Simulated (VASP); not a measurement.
# Ga11CoAs12 (a cell with a defect) in VASP: a series of runs

The runs below take Ga11CoAs12 (a cell with a defect) through relaxation of the atoms, single point, with PBEsol+U.

All numbers are computed with VASP 6.6.1; they aren't measurements. Logs are shortened: lines on timing, memory, paths and dates and some standing lists are left out, and cuts for length are marked.

## (1) The structure

The cell holds a defect, 24 atoms: a = 11.993 Å, b = 7.996 Å, c = 7.996 Å, α = 60.00°, β = 60.00°, γ = 60.00°.

## (2) Relaxation of the atoms, PBEsol+U, collinear spin, ferromagnetic start (atoms moved at random, drawn with an rms of 0.05 Å)

INCAR reads:

```
PREC = Accurate ; ENCUT = 350
EDIFF = 1E-5 ; ISMEAR = 0
SIGMA = 0.03 ; LREAL = Auto
LASPH = T ; NELM = 120
ALGO = Normal ; ISIF = 2
LWAVE = F ; LCHARG = F
ISPIN = 2 ; MAGMOM = 1 0 0 0 0 0 0 0 0 0 0 0 0 0 0 0 0 0 0 0 0 0 0 0
LORBIT = 11 ; NUPDOWN = 1
LMAXMIX = 4 ; LDAU = T
LDAUTYPE = 2 ; LDAUL = 2 -1 -1
LDAUU = 4 0 0 ; LDAUJ = 0 0 0
LDAUPRINT = 1 ; GGA = PS
IBRION = 2 ; NSW = 60
EDIFFG = -0.03 ; NELECT = 213.0
ISYM = 0 ; KPAR = 2
```

KPOINTS reads:

```
regular mesh
0
Gamma
  2 2 2
```

POSCAR reads:

```
Ga11CoAs12
1.0
    0.0000000000      8.4805500000      8.4805500000
    5.6537000000      0.0000000000      5.6537000000
    5.6537000000      5.6537000000      0.0000000000
Co Ga As
1 11 12
Direct
    0.0032500000     -0.0023820000     -0.0057950000
   -0.0000900000      0.0087880000      0.4907150000
   -0.0046770000      0.5022550000     -0.0004800000
   -0.0019940000      0.5070700000      0.5022480000
    0.3351320000      0.0004860000     -0.0054950000
    0.3353600000     -0.0059170000      0.5034300000
    0.3324870000      0.5066740000      0.0049480000
    0.3380350000      0.4898960000      0.4998560000
    0.6696160000      0.0037630000     -0.0078020000
    0.6643590000     -0.0081110000      0.5059190000
    0.6675450000      0.5035470000     -0.0016960000
    0.6670400000      0.5015740000      0.4962830000
    0.0845220000      0.1254100000      0.1263500000
    0.0855410000      0.1258350000      0.6221760000
    0.0817380000      0.6292730000      0.1230240000
    0.0805180000      0.6287660000      0.6192970000
    0.4202970000      0.1207590000      0.1310140000
    0.4215730000      0.1250940000      0.6258800000
    0.4214100000      0.6257700000      0.1198130000
    0.4209980000      0.6244530000      0.6199610000
    0.7524390000      0.1264580000      0.1289110000
    0.7520690000      0.1301350000      0.6140990000
    0.7504640000      0.6266380000      0.1206020000
    0.7532790000      0.6312860000      0.6233650000
```

Potentials or basis: VASP PAW PBE potentials, release 64 (Co, Ga_d, As).

Command:

```
cat potpaw_PBE.64/Co/POTCAR potpaw_PBE.64/Ga_d/POTCAR potpaw_PBE.64/As/POTCAR > POTCAR
mpirun -np 4 vasp_std > vasp.out
```

OUTCAR:

```text
PREC = Accurate
   ENCUT = 350
   EDIFF = 1E-5
   ISMEAR = 0
   LREAL = Auto
   LASPH = T
   NELM = 120
   ISIF = 2
   ISPIN = 2
   LORBIT = 11
   NUPDOWN = 1
   GGA = PS
   IBRION = 2
   NSW = 60
   EDIFFG = -0.03
   NELECT = 213.0
   ISYM = 0

 ion  position               nearest neighbor table
   1  0.003  0.998  0.994-  15 2.41  14 2.43  21 2.46  13 2.49
   2  1.000  0.009  0.491-  13 2.38  22 2.43  14 2.46  16 2.48
   3  0.995  0.502  1.000-  23 2.40  13 2.46  15 2.48  16 2.48
   4  0.998  0.507  0.502-  16 2.37  24 2.40  15 2.48  14 2.49
   5  0.335  0.000  0.995-  18 2.41  19 2.45  13 2.45  17 2.51
   6  0.335  0.994  0.503-  20 2.41  17 2.43  14 2.45  18 2.50
[... 16 lines left out ...]
  23  0.750  0.627  0.121-   3 2.40  11 2.41  12 2.45   9 2.46
  24  0.753  0.631  0.623-  10 2.36   4 2.40  11 2.45  12 2.52

IMPORTANT INFORMATION: All symmetrisations will be switched off!
NOSYMM: (Re-)initialisation of all symmetry stuff for point group C_1.

----------------------------------------------------------------------------------------

                                     Primitive cell

  volume of cell :     542.1501

  direct lattice vectors                    reciprocal lattice vectors
     0.000000000  8.480550000  8.480550000    -0.058958440  0.058958440  0.058958440
     5.653700000  0.000000000  5.653700000     0.088437660 -0.088437660  0.088437660
     5.653700000  5.653700000  0.000000000     0.088437660  0.088437660 -0.088437660

  length of vectors
    11.993308826  7.995539218  7.995539218     0.102119014  0.153178521  0.153178521

  position of ions in fractional coordinates (direct lattice)
     0.003250000  0.997618000  0.994205000
     0.999910000  0.008788000  0.490715000
     0.995323000  0.502255000  0.999520000
     0.998006000  0.507070000  0.502248000
     0.335132000  0.000486000  0.994505000
     0.335360000  0.994083000  0.503430000
[... 16 lines left out ...]
     0.750464000  0.626638000  0.120602000
     0.753279000  0.631286000  0.623365000

  ion indices of the primitive-cell ions
   primitive index   ion index
                 1           1
                 2           2
                 3           3
                 4           4
                 5           5
                 6           6
[... 16 lines left out ...]
                23          23
                24          24

----------------------------------------------------------------------------------------

 KPOINTS: regular mesh

Automatic generation of k-mesh.
 Grid dimensions read from file:
 generate k-points for:    2    2    2

 Generating k-lattice:

  Cartesian coordinates                     Fractional coordinates (reciprocal lattice)
    -0.029479220  0.029479220  0.029479220     0.500000000  0.000000000  0.000000000
     0.044218830 -0.044218830  0.044218830     0.000000000  0.500000000  0.000000000
     0.044218830  0.044218830 -0.044218830     0.000000000  0.000000000  0.500000000

  Length of vectors
     0.051059507  0.076589260  0.076589260

  Shift w.r.t. Gamma in fractional coordinates (k-lattice)
     0.000000000  0.000000000  0.000000000

 Subroutine IBZKPT returns following result:
 ===========================================

 Found      8 irreducible k-points:

 Following reciprocal coordinates:
            Coordinates               Weight
  0.000000  0.000000  0.000000      1.000000
  0.500000  0.000000  0.000000      1.000000
  0.000000  0.500000  0.000000      1.000000
  0.000000  0.000000  0.500000      1.000000
  0.500000  0.000000  0.500000      1.000000
  0.500000  0.500000  0.000000      1.000000
  0.000000  0.500000  0.500000      1.000000
  0.500000  0.500000  0.500000      1.000000
   k-points           NKPTS =      8   k-points in BZ     NKDIM =      8   number of bands    NBANDS=    128
   number of dos      NEDOS =    301   number of ions     NIONS =     24
   total plane-waves  NPLWV = 200000
[... 70 lines left out ...]
  energy without entropy =     -103.54301682  energy(sigma->0) =     -103.54527988

------------------------ aborting loop because EDIFF is reached ----------------------------------------

  FORCE on cell =-STRESS in cart. coord.  units (eV):
  Direction    XX          YY          ZZ          XY          YZ          ZX
  --------------------------------------------------------------------------------------
  -------------------------------------------------------------------------------------
  Total        9.3289728      8.9744591      8.8311199     -0.6866170     -0.1958302      0.0976163
  in kB       27.5692452     26.5215763     26.0979760     -2.0291101     -0.5787230      0.2884786
  external PRESSURE =      26.7295991 kB  Pullay stress =       0.0000000 kB
[... 155 lines left out ...]
  FREE ENERGIE OF THE ION-ELECTRON SYSTEM (eV)
  ---------------------------------------------------
  free  energy   TOTEN  =      -104.0209796476 eV

  energy  without entropy=     -104.0179120994  energy(sigma->0) =     -104.01944587

[... ionic steps 4 to 15 ...]

--------------------------------------- Ionic step       16  -------------------------------------------

 number of electron     212.9999966 magnetization       1.0000000

------------------------ aborting loop because EDIFF is reached ----------------------------------------
[... 105 lines left out ...]
  FREE ENERGIE OF THE ION-ELECTRON SYSTEM (eV)
  ---------------------------------------------------
  free  energy   TOTEN  =      -104.1045138303 eV

  energy  without entropy=     -104.1019477578  energy(sigma->0) =     -104.10323079

atom =   1  type =  1  l = 2

 onsite density matrix

spin component  1

  0.8687 -0.0047 -0.0014  0.0560 -0.0015
 -0.0047  0.9126 -0.0019 -0.0111  0.0037
 -0.0014 -0.0019  0.9207  0.0019  0.0004
  0.0560 -0.0111  0.0019  0.8661  0.0004
 -0.0015  0.0037  0.0004  0.0004  0.9203

spin component  2

  0.5000 -0.0116 -0.0004 -0.3684  0.0094
 -0.0116  0.2256  0.1218  0.0133 -0.2144
 -0.0004  0.1218  0.8752 -0.0067  0.0405
 -0.3684  0.0133 -0.0067  0.5016  0.0166
  0.0094 -0.2144  0.0405  0.0166  0.8270

 occupancies and eigenvectors

  o =  0.1256  v =  0.0000  0.0000  0.0000  0.0000  0.0000 -0.5260  0.6043 -0.1147 -0.5480  0.2113      0.0000  0.0000  0.0000  0.0000  0.0000  0.0000  0.0000  0.0000  0.0000  0.0000
  o =  0.1406  v =  0.0000  0.0000  0.0000  0.0000  0.0000  0.4741  0.7176 -0.1265  0.4453  0.2143      0.0000  0.0000  0.0000  0.0000  0.0000  0.0000  0.0000  0.0000  0.0000  0.0000
  o =  0.8110  v =  0.6946 -0.0465  0.0201 -0.7175  0.0136  0.0000  0.0000  0.0000  0.0000  0.0000      0.0000  0.0000  0.0000  0.0000  0.0000  0.0000  0.0000  0.0000  0.0000  0.0000
  o =  0.8697  v =  0.0000  0.0000  0.0000  0.0000  0.0000  0.7050 -0.0266 -0.0395 -0.7072 -0.0245      0.0000  0.0000  0.0000  0.0000  0.0000  0.0000  0.0000  0.0000  0.0000  0.0000
  o =  0.8952  v =  0.0000  0.0000  0.0000  0.0000  0.0000 -0.0086  0.3447  0.5059 -0.0223 -0.7904      0.0000  0.0000  0.0000  0.0000  0.0000  0.0000  0.0000  0.0000  0.0000  0.0000
  o =  0.8983  v =  0.0000  0.0000  0.0000  0.0000  0.0000 -0.0376  0.0182 -0.8446  0.0274 -0.5330      0.0000  0.0000  0.0000  0.0000  0.0000  0.0000  0.0000  0.0000  0.0000  0.0000
  o =  0.9052  v = -0.3869 -0.8396 -0.1057 -0.3198  0.1788  0.0000  0.0000  0.0000  0.0000  0.0000      0.0000  0.0000  0.0000  0.0000  0.0000  0.0000  0.0000  0.0000  0.0000  0.0000
  o =  0.9199  v =  0.2393  0.0344 -0.4642  0.2320  0.8199  0.0000  0.0000  0.0000  0.0000  0.0000      0.0000  0.0000  0.0000  0.0000  0.0000  0.0000  0.0000  0.0000  0.0000  0.0000
  o =  0.9211  v = -0.0098 -0.0104  0.8715  0.0249  0.4896  0.0000  0.0000  0.0000  0.0000  0.0000      0.0000  0.0000  0.0000  0.0000  0.0000  0.0000  0.0000  0.0000  0.0000  0.0000
  o =  0.9312  v = -0.5572  0.5400 -0.1162 -0.5732  0.2363  0.0000  0.0000  0.0000  0.0000  0.0000      0.0000  0.0000  0.0000  0.0000  0.0000  0.0000  0.0000  0.0000  0.0000  0.0000

--------------------------------------- Ionic step       18  -------------------------------------------

 number of electron     212.9999976 magnetization       1.0000000

 Free energy of the ion-electron system (eV)
  ---------------------------------------------------
  ext. energy  EPLUGINS =         0.00000000
  ---------------------------------------------------
  free energy    TOTEN  =      -104.10471599 eV

  energy without entropy =     -104.10219193  energy(sigma->0) =     -104.10345396

 E-fermi :   4.4725     XC(G=0):  -9.7875

 val. band max:        4.4338246259   @ k =   0.5000   0.0000   0.0000
 cond. band min:       3.8450189415   @ k =   0.0000   0.5000   0.0000
 fundamental gap:     -0.5888056843
 Fermi energy:         3.8385067674

 spin component 1

 k-point     1 :       0.0000    0.0000    0.0000
  band No.  band energies     occupation
      1     -11.1372      1.00000
      2     -11.1283      1.00000
      3     -11.1265      1.00000
      4     -11.1043      1.00000
      5     -11.1031      1.00000
      6     -11.0989      1.00000
[... 957 lines left out ...]
    117       6.6122      0.00000
    118       7.1807      0.00000
 Fermi energy:         4.4724517315

 spin component 2

 k-point     1 :       0.0000    0.0000    0.0000
  band No.  band energies     occupation
      1     -11.1399      1.00000
      2     -11.1310      1.00000
      3     -11.1289      1.00000
      4     -11.1081      1.00000
      5     -11.1060      1.00000
      6     -11.1022      1.00000
[... 957 lines left out ...]
    117       6.9741      0.00000
    118       7.2922      0.00000
 [bands above 118 left out]

------------------------ aborting loop because EDIFF is reached ----------------------------------------

  FORCE on cell =-STRESS in cart. coord.  units (eV):
  Direction    XX          YY          ZZ          XY          YZ          ZX
  --------------------------------------------------------------------------------------
  -------------------------------------------------------------------------------------
  Total        7.5984733      7.7398369      7.8246549      0.6563483     -0.8037327      0.7462617
  in kB       22.4552239     22.8729855     23.1236423      1.9396591     -2.3752136      2.2053736
  external PRESSURE =      22.8172839 kB  Pullay stress =       0.0000000 kB
[... 39 lines left out ...]
  FREE ENERGIE OF THE ION-ELECTRON SYSTEM (eV)
  ---------------------------------------------------
  free  energy   TOTEN  =      -104.1047159932 eV

  energy  without entropy=     -104.1021919333  energy(sigma->0) =     -104.10345396

 reached required accuracy - stopping structural energy minimisation

 total charge

# of ion       s       p       d       tot
------------------------------------------
    1        0.420   0.427   7.390   8.237
    2        0.890   0.801   9.990  11.680
    3        0.889   0.802   9.990  11.681
    4        0.894   0.800   9.992  11.686
    5        0.887   0.810   9.992  11.689
    6        0.885   0.812   9.992  11.688
[... 16 lines left out ...]
   23        1.211   1.602   0.030   2.843
   24        1.213   1.602   0.030   2.844
--------------------------------------------------
tot         24.750  28.428 117.693 170.871

 magnetization (x)

# of ion       s       p       d       tot
------------------------------------------
    1        0.014   0.006   1.558   1.578
    2       -0.001  -0.005  -0.003  -0.009
    3       -0.001  -0.005  -0.002  -0.008
    4       -0.006  -0.008  -0.005  -0.019
    5        0.001   0.001  -0.001   0.001
    6       -0.001   0.003  -0.002   0.000
[... 16 lines left out ...]
   23       -0.004  -0.007  -0.000  -0.011
   24       -0.006  -0.007  -0.000  -0.013
--------------------------------------------------
tot         -0.060  -0.324   1.542   1.158
```

Wall time 1.6 h (4 MPI ranks of Intel Xeon Platinum 8488C (Sapphire Rapids), shared host); peak memory 0.54 GiB.

Results:

```
Free energy                                           : -104.1047 eV
Energy gained by relaxing                             : 23.2 meV/atom
Ionic steps                                           : 18
Largest force after relaxing                          : 0.027 eV/Å
Net moment                                            : 1.00 μB per cell
Site moments                                          : Co +1.58; Ga -0.01, -0.02, +0.00, -0.00; As -0.05, -0.09, -0.08, -0.01, -0.03 μB
Valence electrons inside the program's atomic spheres : Co 8.24; Ga 11.68, 11.69; As 2.83, 2.84, 2.85
```

Forces in eV/Å, atoms in the order of the input:
```
Co  -0.012 -0.008 -0.003
Ga   0.002  0.003  0.005
Ga   0.007  0.020 -0.001
Ga  -0.016 -0.009  0.005
Ga  -0.026 -0.001 -0.003
Ga   0.019  0.009 -0.002
Ga   0.008 -0.013  0.004
Ga   0.008 -0.006  0.004
Ga  -0.015  0.021 -0.001
Ga   0.012 -0.007  0.005
Ga   0.001  0.002  0.000
Ga   0.012  0.002 -0.003
As  -0.006  0.000 -0.018
As  -0.027  0.002  0.000
As   0.000  0.014 -0.003
As   0.008  0.008  0.006
As   0.002 -0.009  0.008
As  -0.014 -0.008  0.008
As  -0.007 -0.002 -0.001
As   0.017 -0.002  0.010
As   0.011  0.002 -0.005
As  -0.001 -0.011 -0.008
As   0.007  0.000 -0.008
As   0.011 -0.009 -0.001
```

Step by step:
```
step  energy change (eV)  largest force (eV/Å)  pressure (GPa)
   1              0.0000                1.1812            2.67
   2             -0.4097                0.6263            2.41
   3             -0.4734                0.5169            2.37
   4             -0.5274                0.2818            2.34
   5             -0.5410                0.1645            2.31
   6             -0.5413                0.1660            2.29
   7             -0.5484                0.1123            2.30
   8             -0.5495                0.0888            2.30
   9             -0.5484                0.1205            2.30
  10             -0.5498                0.0937            2.30
  11             -0.5527                0.0410            2.28
  12             -0.5535                0.0632            2.25
  13             -0.5551                0.0322            2.30
  14             -0.5557                0.0342            2.27
  15             -0.5558                0.0599            2.29
  16             -0.5559                0.0513            2.31
  17             -0.5570                0.0302            2.27
  18             -0.5572                0.0268            2.28
```

Final structure:
```cif
data_structure
_symmetry_space_group_name_H-M 'P 1'
_symmetry_Int_Tables_number 1
_cell_length_a 11.9933
_cell_length_b 7.9955
_cell_length_c 7.9955
_cell_angle_alpha 60.000
_cell_angle_beta 60.000
_cell_angle_gamma 60.000
_cell_volume 542.15
loop_
_atom_site_label
_atom_site_type_symbol
_atom_site_fract_x
_atom_site_fract_y
_atom_site_fract_z
_atom_site_occupancy
Co1 Co 0.00669 0.99371 0.98941 1
Ga1 Ga 0.00362 0.00679 0.49131 1
Ga2 Ga 0.00337 0.49605 0.00214 1
Ga3 Ga 0.00178 0.50101 0.49734 1
Ga4 Ga 0.32767 0.00586 0.00425 1
Ga5 Ga 0.33157 0.00299 0.49946 1
Ga6 Ga 0.33113 0.50067 0.00291 1
Ga7 Ga 0.33342 0.50041 0.49979 1
Ga8 Ga 0.67000 0.00578 0.00071 1
Ga9 Ga 0.66802 0.00451 0.49148 1
Ga10 Ga 0.66757 0.49458 0.00245 1
Ga11 Ga 0.66912 0.50099 0.49661 1
As1 As 0.07900 0.12113 0.11624 1
As2 As 0.08234 0.12551 0.63122 1
As3 As 0.08193 0.63509 0.12183 1
As4 As 0.08298 0.62881 0.62447 1
As5 As 0.41956 0.12470 0.12345 1
As6 As 0.41697 0.12466 0.62692 1
As7 As 0.41661 0.62839 0.12401 1
As8 As 0.41781 0.62538 0.62499 1
As9 As 0.76501 0.12073 0.11736 1
As10 As 0.75207 0.12501 0.62314 1
As11 As 0.75177 0.62799 0.12067 1
As12 As 0.75090 0.62678 0.62445 1
```

Eigenvalues of the final occupation matrices:
```csv
site,spin,trace,eigenvalues
site 1 d,1,4.49,0.81 0.91 0.92 0.92 0.93
site 1 d,2,2.93,0.13 0.14 0.87 0.90 0.90
```

Caveat: the k mesh is coarse (spacing up to 0.48 Å⁻¹), so the values aren't converged; the cell is charged against a uniform background, so pressure and absolute levels hang on convention; the cutoff is under 1.25 times the usual one of these potentials, so pressure, stress and relaxed cells hold a basis-set (Pulay) error; the PAW data sets were made with another functional, which shifts forces and pressure a little; the total moment is fixed, so each spin has its own Fermi level; the U is typed as a test and isn't derived for this compound. The state reached can hang on the start; a lower one may exist.

[end of part 1 of 2]
